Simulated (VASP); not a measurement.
# MoS2: structure and properties in VASP, part 2 of 4

Wanted: the relaxed cell of MoS2 and its properties. The start is a cell from a database of measured crystal structures.

VASP 6.6.1; r2SCAN with rVV10; plane waves and PAW (Mo_sv, S).

So far, gap on the k-mesh (eV): step 2 (full relaxation (r2SCAN + rVV10)) 1.15. The relaxed cell has a = 3.175, c = 18.483 Å (conventional setting).

**3. Second relaxation**

The basis stayed that of the start cell while the cell moved. A rerun from the cell reached resets it; the error of the finite cutoff stays.

Input file INCAR:

```
SYSTEM = MoS2
PREC = Accurate
ENCUT = 400
EDIFF = 1E-06
NELM = 100
ISMEAR = 0
SIGMA = 0.05
LREAL = .FALSE.
ALGO = Normal
METAGGA = R2SCAN
LUSE_VDW = .TRUE.
IVDW_NL = 2
BPARAM = 11.95
CPARAM = 0.0093
LASPH = .TRUE.
NBANDS = 19
LORBIT = 11
LWAVE = .FALSE.
LCHARG = .FALSE.
KPAR = 2
IBRION = 2
NSW = 60
ISIF = 3
EDIFFG = -0.01
```

Input file POSCAR:

```
MoS2
1.0
    1.5873113715      2.7493039429      0.0000000000
   -1.5873113715      2.7493039429      0.0000000000
    0.0000000000     -1.8328692952      6.1609996611
Mo S
1 2
Direct
    0.0001049069      0.0001049069      0.0003147208
    0.2493318167      0.2493318167      0.7479954501
    0.4175632764      0.4175632764      0.2526898291
```

Input file KPOINTS:

```
Automatic mesh
0
Gamma
7 7 7
0 0 0
```

Potentials, in the order of the species: Mo_sv and S (PBE family, release 64).

Run with:

```console
$ mpirun -np 2 vasp_std
```

What it wrote:

```text
[banner, memory and clock lines left out]
running    2 mpi-ranks, on    1 nodes
 distrk:  each k-point on    1 cores,    2 groups
 distr:  one band on    1 cores,    1 groups

 POSCAR found type information on POSCAR MoS
 POSCAR found :  2 types and       3 ions
 [... a notice as in an earlier step ...]

 [... a notice as in an earlier step ...]

 LDA part: xc-table for (None), standard interpolation
 POSCAR, INCAR and KPOINTS ok, starting setup
 FFT: planning ... GRIDC
 FFT: planning ... GRID_SOFT
 FFT: planning ... GRID
 WAVECAR not read
 entering main loop
       N       E                     dE             d eps       ncg     rms          rms(c)
Total rVV10 correction in eV:      0.4640405    26.9334324
Total rVV10 correction in eV:      0.4640405    26.9334324
DAV:   1     0.124968916821E+03    0.12497E+03   -0.12080E+04  1696   0.108E+03
DAV:   2    -0.481964974247E+02   -0.17317E+03   -0.16886E+03  2154   0.299E+02
DAV:   3    -0.541603301202E+02   -0.59638E+01   -0.59158E+01  1966   0.522E+01
DAV:   4    -0.542276043808E+02   -0.67274E-01   -0.67243E-01  2181   0.590E+00
DAV:   5    -0.542282858205E+02   -0.68144E-03   -0.68140E-03  1985   0.571E-01    0.273E+01
Total rVV10 correction in eV:      0.4625814    26.9334320
Total rVV10 correction in eV:      0.4625814    26.9334320
DAV:   6    -0.447263617643E+02    0.95019E+01   -0.11605E+01  1784   0.270E+01    0.907E+00
Total rVV10 correction in eV:      0.4640277    26.9334320
Total rVV10 correction in eV:      0.4640277    26.9334320
DAV:   7    -0.445761431669E+02    0.15022E+00   -0.22660E+00  1742   0.951E+00    0.516E+00
Total rVV10 correction in eV:      0.4682827    26.9334320
Total rVV10 correction in eV:      0.4682827    26.9334320
DAV:   8    -0.445475249945E+02    0.28618E-01   -0.41556E-01  1911   0.406E+00    0.238E+00
Total rVV10 correction in eV:      0.4720815    26.9334320
Total rVV10 correction in eV:      0.4720815    26.9334320
DAV:   9    -0.445501718117E+02   -0.26468E-02   -0.39015E-02  1922   0.138E+00    0.362E-01
Total rVV10 correction in eV:      0.4726488    26.9334320
Total rVV10 correction in eV:      0.4726488    26.9334320
DAV:  10    -0.445493490998E+02    0.82271E-03   -0.67803E-03  1909   0.578E-01    0.239E-01
Total rVV10 correction in eV:      0.4730802    26.9334320
Total rVV10 correction in eV:      0.4730802    26.9334320
DAV:  11    -0.445493759326E+02   -0.26833E-04   -0.49278E-04  1918   0.151E-01    0.106E-01
Total rVV10 correction in eV:      0.4731529    26.9334320
Total rVV10 correction in eV:      0.4731529    26.9334320
DAV:  12    -0.445493656055E+02    0.10327E-04   -0.85919E-05  1918   0.641E-02    0.599E-02
Total rVV10 correction in eV:      0.4735541    26.9334320
Total rVV10 correction in eV:      0.4735541    26.9334320
DAV:  13    -0.445493828236E+02   -0.17218E-04   -0.59306E-05  1861   0.658E-02    0.959E-03
Total rVV10 correction in eV:      0.4735377    26.9334320
Total rVV10 correction in eV:      0.4735377    26.9334320
DAV:  14    -0.445493824609E+02    0.36271E-06   -0.20718E-06  1565   0.106E-02
Total rVV10 correction in eV:      0.4735606    26.9334320
Total rVV10 correction in eV:      0.4735606    26.9334320
Total rVV10 correction in eV:      0.4735563    26.9334320
Total rVV10 correction in eV:      0.4735563    26.9334320
   1 F= -.44549382E+02 E0= -.44549382E+02  d E =-.445494E+02
 curvature:   0.00 expect dE= 0.000E+00 dE for cont linesearch  0.000E+00
 trial: gam= 0.00000 g(F)=  0.711E-05 g(S)=  0.145E-04 ort = 0.000E+00 (trialstep = 0.100E+01)
 search vector abs. value=  0.216E-04
 reached required accuracy - stopping structural energy minimisation
```

It took 2.6 min on 2 MPI ranks of AMD EPYC 7R43, shared host; peak memory 0.49 GiB; 4.7 min of CPU time.

OUTCAR, selected parts (step 3):

```text
  LATTYP: Found a trigonal (rhomboedric) cell.
 ALAT       =     6.4278555271
 COS(alpha) =     0.8780387023

The static configuration has the point symmetry C_3v.

 Found     44 irreducible k-points:

   ENCUT  =  400.0 eV  29.40 Ry    5.42 a.u.   5.18  5.18 10.48*2*pi/ulx,y,z

   NELECT =      26.0000    total number of electrons

 E-fermi :   7.7782

 k-point     1 :       0.0000    0.0000    0.0000
  band No.  band energies     occupation
    ...
      9       3.8418      2.00000
     10       4.9767      2.00000
     11       4.9767      2.00000
     12       6.0462      2.00000
     13       6.1956      2.00000
     14       9.5336      0.00000
     15       9.5336      0.00000
     16       9.9110      0.00000
     17       9.9110      0.00000
     18      13.3683      0.00000
    ...

 k-point     2 :       0.1429    0.0000    0.0000
  band No.  band energies     occupation
    ...
      9       4.0648      2.00000
     10       4.1641      2.00000
     11       4.5235      2.00000
     12       6.0362      2.00000
     13       6.2833      2.00000
     14       9.1135      0.00000
     15       9.5628      0.00000
     16       9.6029      0.00000
     17      10.0095      0.00000
     18      14.6205      0.00000
    ...

  Total        0.0209308      0.0209308      0.0049000      0.0000000      0.0000000     -0.0000000
  in kB        0.6236352      0.6236352      0.1459967      0.0000000      0.0000000     -0.0000000
  external PRESSURE =       0.4644223 kB  Pullay stress =       0.0000000 kB

  energy-cutoff  :      400.00
  volume of cell :       53.77
      direct lattice vectors                 reciprocal lattice vectors
     1.587311372  2.749303943  0.000000000     0.314998058  0.181864214  0.054103774
    -1.587311372  2.749303943  0.000000000    -0.314998058  0.181864214  0.054103774
     0.000000000 -1.832869295  6.160999661     0.000000000  0.000000000  0.162311322

 POSITION                                       TOTAL-FORCE (eV/Angst)
 -----------------------------------------------------------------------------------
      0.00000     -0.00000      0.00194         0.000000     -0.000000     -0.009251
      0.00000      0.00000      4.60840         0.000000      0.000000      0.001547
      0.00000      1.83287      1.55682         0.000000      0.000000      0.007704
 -----------------------------------------------------------------------------------
    total drift:                               -0.000000     -0.000003     -0.000145

  FREE ENERGIE OF THE ION-ELECTRON SYSTEM (eV)
  ---------------------------------------------------
  free  energy   TOTEN  =       -44.5493824609 eV

  energy  without entropy=      -44.5493824609  energy(sigma->0) =      -44.54938246

 total charge
# of ion       s       p       d       tot
------------------------------------------
    1        2.285   6.223   3.911  12.419
    2        1.355   2.362   0.000   3.717
    3        1.355   2.361   0.000   3.717
--------------------------------------------------
tot          4.995  10.946   3.911  19.852

[... 4 parts as in an earlier step ...]

[... 7 further parts left out ...]
```

Little changed from the start: no atom moved by 0.005 Å and no cell edge by 0.1 %.

This step gave:

| Item | Value |
| --- | --- |
| Fermi energy | 7.778 eV |
| pressure | 0.04644 GPa |
| SCF cycles over all ionic steps | 14 |

It ends with a largest force of 0.009 eV/Å and a pressure of 0.05 GPa. The volume moved by under 0.01 %: the run met its threshold at the first step.

**4. Single point with fields (r2SCAN + rVV10)**

A single point on the relaxed cell gives a clean self-consistent state, with density, ELF and potential written out.

Edit INCAR of step 3 so:

```diff
@@ -18,7 +18,5 @@
 LWAVE = .FALSE.
-LCHARG = .FALSE.
-KPAR = 2
-IBRION = 2
-NSW = 60
-ISIF = 3
-EDIFFG = -0.01
+LCHARG = .TRUE.
+ISIF = 2
+LELF = .TRUE.
+LVHAR = .TRUE.
```

POSCAR is that of step 3.

KPOINTS is that of step 3.

Run with:

```console
$ mpirun -np 2 vasp_std
```

What it wrote:

```text
[banner, memory and clock lines left out]
running    2 mpi-ranks, on    1 nodes
 distrk:  each k-point on    2 cores,    1 groups
 distr:  one band on    1 cores,    2 groups

 POSCAR found type information on POSCAR MoS
 POSCAR found :  2 types and       3 ions
 [... a notice as in an earlier step ...]

 [... a notice as in an earlier step ...]

 LDA part: xc-table for (None), standard interpolation
|                                                                             |
|           W    W    AA    RRRRR   N    N  II  N    N   GGGG   !!!           |
|           W    W   A  A   R    R  NN   N  II  NN   N  G    G  !!!           |
|           W    W  A    A  R    R  N N  N  II  N N  N  G       !!!           |
|           W WW W  AAAAAA  RRRRR   N  N N  II  N  N N  G  GGG   !            |
|           WW  WW  A    A  R   R   N   NN  II  N   NN  G    G                |
|           W    W  A    A  R    R  N    N  II  N    N   GGGG   !!!           |
|                                                                             |
|     The number of bands has been changed from the values supplied in        |
|     The orbitals not found in the WAVECAR file will be initialized with     |
|     random numbers, which is usually adequate. For correlated               |
|     calculations, however, you should redo the groundstate calculation.     |
|     I found NBANDS = 19. Now, NBANDS = 20.                                  |
|                                                                             |

 POSCAR, INCAR and KPOINTS ok, starting setup
 FFT: planning ... GRIDC
 FFT: planning ... GRID_SOFT
 FFT: planning ... GRID
 WAVECAR not read
 entering main loop
       N       E                     dE             d eps       ncg     rms          rms(c)
Total rVV10 correction in eV:      0.4640405    26.9334324
DAV:   1     0.124333205317E+03    0.12433E+03   -0.12172E+04  1816   0.104E+03
DAV:   2    -0.481127469712E+02   -0.17245E+03   -0.16810E+03  2188   0.288E+02
DAV:   3    -0.541654267730E+02   -0.60527E+01   -0.59986E+01  2156   0.507E+01
DAV:   4    -0.542273999998E+02   -0.61973E-01   -0.61940E-01  2140   0.556E+00
DAV:   5    -0.542282836215E+02   -0.88362E-03   -0.88358E-03  2204   0.639E-01    0.273E+01
Total rVV10 correction in eV:      0.4625818    26.9334320
DAV:   6    -0.447260291231E+02    0.95023E+01   -0.11162E+01  1856   0.256E+01    0.901E+00
Total rVV10 correction in eV:      0.4640329    26.9334320
DAV:   7    -0.445772385651E+02    0.14879E+00   -0.21780E+00  1816   0.904E+00    0.522E+00
Total rVV10 correction in eV:      0.4683486    26.9334320
DAV:   8    -0.445481073951E+02    0.29131E-01   -0.41502E-01  2056   0.390E+00    0.235E+00
Total rVV10 correction in eV:      0.4720822    26.9334320
DAV:   9    -0.445500424126E+02   -0.19350E-02   -0.40251E-02  1992   0.135E+00    0.344E-01
Total rVV10 correction in eV:      0.4726715    26.9334320
DAV:  10    -0.445493392312E+02    0.70318E-03   -0.56926E-03  1980   0.522E-01    0.217E-01
Total rVV10 correction in eV:      0.4730894    26.9334320
DAV:  11    -0.445493720640E+02   -0.32833E-04   -0.45649E-04  2024   0.141E-01    0.911E-02
Total rVV10 correction in eV:      0.4731618    26.9334320
DAV:  12    -0.445493663303E+02    0.57337E-05   -0.64367E-05  2044   0.542E-02    0.516E-02
Total rVV10 correction in eV:      0.4735581    26.9334320
DAV:  13    -0.445493828220E+02   -0.16492E-04   -0.50804E-05  1908   0.599E-02    0.939E-03
Total rVV10 correction in eV:      0.4735374    26.9334320
DAV:  14    -0.445493824147E+02    0.40724E-06   -0.17112E-06  1636   0.943E-03
Total rVV10 correction in eV:      0.4735621    26.9334320
Total rVV10 correction in eV:      0.4735562    26.9334320
   1 F= -.44549382E+02 E0= -.44549382E+02  d E =-.878496E-12
```

Run time: 2.4 min. Hardware: 2 MPI ranks; peak memory 0.36 GiB; 4.3 min of CPU time.

Parts of OUTCAR (step 4):

```text
The static configuration has the point symmetry C_3v.

 Found     44 irreducible k-points:

   k-points           NKPTS =     44   k-points in BZ     NKDIM =     44   number of bands    NBANDS=     20

   NELECT =      26.0000    total number of electrons

 E-fermi :   7.5842

 k-point     1 :       0.0000    0.0000    0.0000
  band No.  band energies     occupation
    ...
      9       3.8417      2.00000
     10       4.9767      2.00000
     11       4.9767      2.00000
     12       6.0462      2.00000
     13       6.1956      2.00000
     14       9.5336      0.00000
     15       9.5336      0.00000
     16       9.9110      0.00000
     17       9.9110      0.00000
     18      13.3683      0.00000
    ...

 k-point     2 :       0.1429    0.0000    0.0000
  band No.  band energies     occupation
    ...
      9       4.0647      2.00000
     10       4.1641      2.00000
     11       4.5234      2.00000
     12       6.0362      2.00000
     13       6.2833      2.00000
     14       9.1135      0.00000
     15       9.5628      0.00000
     16       9.6028      0.00000
     17      10.0094      0.00000
     18      14.6205      0.00000
    ...

  Total        0.0211842      0.0211842      0.0059215     -0.0000000      0.0000000     -0.0000000
  in kB        0.6311861      0.6311861      0.1764307     -0.0000000      0.0000000     -0.0000000
  external PRESSURE =       0.4796010 kB  Pullay stress =       0.0000000 kB

 POSITION                                       TOTAL-FORCE (eV/Angst)
 -----------------------------------------------------------------------------------
      0.00000     -0.00000      0.00194         0.000000     -0.000000     -0.009258
      0.00000      0.00000      4.60840         0.000000      0.000000      0.001539
      0.00000      1.83287      1.55682         0.000000      0.000000      0.007719
 -----------------------------------------------------------------------------------
    total drift:                               -0.000000     -0.000003     -0.000138

  FREE ENERGIE OF THE ION-ELECTRON SYSTEM (eV)
  ---------------------------------------------------
  free  energy   TOTEN  =       -44.5493824147 eV

  energy  without entropy=      -44.5493824147  energy(sigma->0) =      -44.54938241

[... 8 parts as in an earlier step ...]

[... 5 further parts left out ...]
```

This step gave:

| Property | Result |
| --- | --- |
| SCF cycles | 14 |
| bands | 20 |
| Fermi energy | 7.584 eV |
| pressure | 0.04796 GPa |

Valence electrons inside each PAW sphere by angular momentum. Sphere charges, by row:

| atom | s (e) | p (e) | d (e) | tot (e) |
| --- | --- | --- | --- | --- |
| Mo1 | 2.285 | 6.223 | 3.911 | 12.42 |
| S2 | 1.355 | 2.362 | 0 | 3.717 |
| S3 | 1.355 | 2.361 | 0 | 3.717 |

Electrostatic potential energy in the ac plane of the conventional cell at fractional y = 0.000, with atoms of Mo and S within 0.2 Å of it. With pseudopotentials it is smooth inside the atoms' cores, unlike the true potential.

Ten even steps from '_' (-66 eV) to '@' (4 eV), each cell a mean:
```
....--++##%%@@@@@@%%**==::..
%%%%%%@@@@%%%%%%%%%%@@@@%%%%
@@@@@@@@@@@@@@%%@@@@@@@@@@@@
@@@@@@@@@@@@@@@@@@@@@@@@@@@@
%%%%@@@@@@@@@@@@@@@@@@@@@@%%
____::**%%@@@@@@@@@@%%==..__
..::==##%%@@@@@@@@@@%%**--..
@@@@@@%%%%##****####%%%%@@@@
%%%%%%%%%%%%######%%%%%%%%%%
____::**%%@@@@@@@@@@%%++..__
....--##%%@@@@@@@@@@%%**::..
@@@@@@@@@@@@@@@@@@@@@@@@@@@@
@@@@@@@@@@@@@@@@@@@@@@@@@@@@
@@@@@@@@@@@@%%%%%%@@@@@@@@@@
@@@@@@@@@@%%%%%%%%%%@@@@@@@@
@@@@@@@@%%##****####%%@@@@@@
@@@@@@@@%%%%######%%%%@@@@@@
@@@@@@@@@@%%%%%%%%%%@@@@@@@@
@@@@@@@@@@@@@@%%@@@@@@@@@@@@
@@@@@@@@@@@@@@@@@@@@@@@@@@@@
@@@@@@@@@@@@@@@@@@@@@@@@@@@@
@@@@@@@@@@@@%%%%%%@@@@@@@@@@
####%%%%%%%%%%%%%%%%%%%%####
____::==**%%@@@@@@%%**--..__
```
Columns run along a (3.2 Å; values clipped at the 3rd and 97th percentile), rows up along c (18.5 Å), edges of the conventional cell, whose origin can differ from the input's. Atoms in or near the plane, at fractional coordinates: Mo at (0.00, 0.00), S at (0.00, 0.75), S at (0.00, 0.58).

Valence density in the ac plane of the conventional cell at fractional y = 0.000, with atoms of Mo and S within 0.2 Å of it. It is the smooth field of the valence electrons, not physical close to the nuclei.

Values in e/Å³, 24 rows by 14 columns, each cell a mean:
```
4.9 4.3 2.8 1.4 0.6 0.4 0.3 0.3 0.3 0.4 0.7 1.7 3.4 4.6
0.4 0.4 0.3 0.4 0.4 0.5 0.5 0.5 0.5 0.4 0.4 0.3 0.4 0.4
0.1 0.1 0.1 0.2 0.2 0.3 0.4 0.4 0.4 0.3 0.2 0.1 0.1 0.1
0.1 0.1 0.1 0.1 0.1 0.1 0.1 0.1 0.1 0.1 0.1 0.1 0.1 0.1
0.5 0.5 0.3 0.2 0.1 0.1 0.0 0.0 0.1 0.1 0.2 0.3 0.4 0.5
0.6 0.8 1.0 0.8 0.5 0.2 0.1 0.1 0.2 0.3 0.6 0.9 1.0 0.7
0.7 0.9 1.0 0.8 0.6 0.3 0.2 0.2 0.3 0.4 0.6 0.9 1.0 0.8
0.4 0.4 0.4 0.4 0.4 0.5 0.6 0.7 0.6 0.5 0.4 0.4 0.4 0.4
0.5 0.5 0.5 0.4 0.4 0.4 0.5 0.5 0.5 0.4 0.4 0.4 0.5 0.5
0.5 0.8 1.1 0.9 0.6 0.3 0.2 0.2 0.2 0.4 0.7 1.0 1.0 0.7
0.8 0.9 0.9 0.7 0.4 0.2 0.1 0.1 0.1 0.3 0.5 0.8 1.0 0.9
0.3 0.3 0.2 0.1 0.1 0.1 0.0 0.0 0.0 0.1 0.1 0.2 0.2 0.3
0.0 0.0 0.0 0.1 0.1 0.1 0.1 0.1 0.1 0.1 0.1 0.1 0.0 0.0
0.1 0.1 0.1 0.2 0.3 0.4 0.5 0.5 0.5 0.4 0.2 0.1 0.1 0.1
0.1 0.1 0.2 0.2 0.3 0.5 0.6 0.7 0.6 0.5 0.3 0.2 0.1 0.1
0.2 0.2 0.2 0.3 0.4 0.5 0.7 0.7 0.7 0.5 0.3 0.2 0.2 0.2
0.1 0.2 0.2 0.2 0.3 0.5 0.6 0.7 0.6 0.4 0.3 0.2 0.2 0.1
0.1 0.1 0.1 0.2 0.4 0.5 0.6 0.7 0.6 0.5 0.3 0.2 0.1 0.1
0.0 0.1 0.1 0.1 0.2 0.3 0.4 0.4 0.4 0.3 0.2 0.1 0.1 0.1
0.0 0.0 0.0 0.0 0.1 0.1 0.1 0.1 0.1 0.1 0.1 0.0 0.0 0.0
0.0 0.0 0.0 0.1 0.1 0.1 0.1 0.1 0.1 0.1 0.1 0.1 0.0 0.0
0.1 0.1 0.1 0.2 0.3 0.4 0.5 0.5 0.4 0.4 0.3 0.2 0.1 0.1
0.8 0.7 0.5 0.4 0.4 0.4 0.5 0.5 0.5 0.4 0.4 0.4 0.6 0.7
6.1 5.5 3.7 1.8 0.7 0.3 0.3 0.3 0.3 0.4 0.9 2.3 4.4 5.7
```
Columns run along a (3.2 Å), rows up along c (18.5 Å), edges of the conventional cell, whose origin can differ from the input's. Atoms in or near the plane, at fractional coordinates: Mo at (0.00, 0.00), S at (0.00, 0.75), S at (0.00, 0.58).

ELF in the ac plane of the conventional cell at fractional y = 0.000, with atoms of Mo and S within 0.2 Å of it. It is the smooth field of the valence electrons, not physical close to the nuclei.

Ten even steps from '_' (0.01) to '@' (0.87), each cell a mean:
```
**##**==----======----++####
::::--==**##%%%%%%##++==::::
__..::==**##%%%%%%##++--..__
....____..::------::..____..
@@@@%%##==::______::++##@@@@
##%%@@@@%%++::..--##@@@@@@%%
**##%%@@##==::..::**%%@@%%##
======--::::------::::--====
++++++==--::::::::::--==++++
++**%%@@%%++::..--**%%@@%%**
%%@@@@@@%%++::..::**@@@@@@@@
%%%%##++--..______..--++##%%
______..::==++++++--::______
____..==**%%@@@@@@##**--..__
__..::--++########**++--....
------::::::------::::::----
----::::::----------::::::--
__..::==**##%%%%%%##++--..__
____..--**%%%%%%%%##++--..__
________..::::--::::..______
______..::--======--::..____
....::==**%%%%%%%%##**==::..
------==++########**++------
**####++--::------::--**####
```
Columns run along a (3.2 Å), rows up along c (18.5 Å), edges of the conventional cell, whose origin can differ from the input's. Atoms in or near the plane, at fractional coordinates: Mo at (0.00, 0.00), S at (0.00, 0.75), S at (0.00, 0.58).

In this run the pressure is 0.05 GPa, small enough to go on; single stress components reach 0.06 GPa.

(Part 2 of 4 ends here.)

[Lines on the potential files, build, host, timing and source positions are cut from VASP's logs without a mark.]

[Logs are printed without paths, hosts, clocks, repeated set-up lines and the standing remarks that a program may print on its own settings, such as how far it seeks lower states.]

[Hosts, paths, dates, database ids (printed as entryN), source tags and the programs' standing remarks are cut or masked in the printed files.]

[A measured line is paired with the nearest computed mode of its activity, which favours agreement.]

[In band tables of VASP the shares of atoms and orbitals are scaled to a sum of 1 inside the atoms' spheres.]
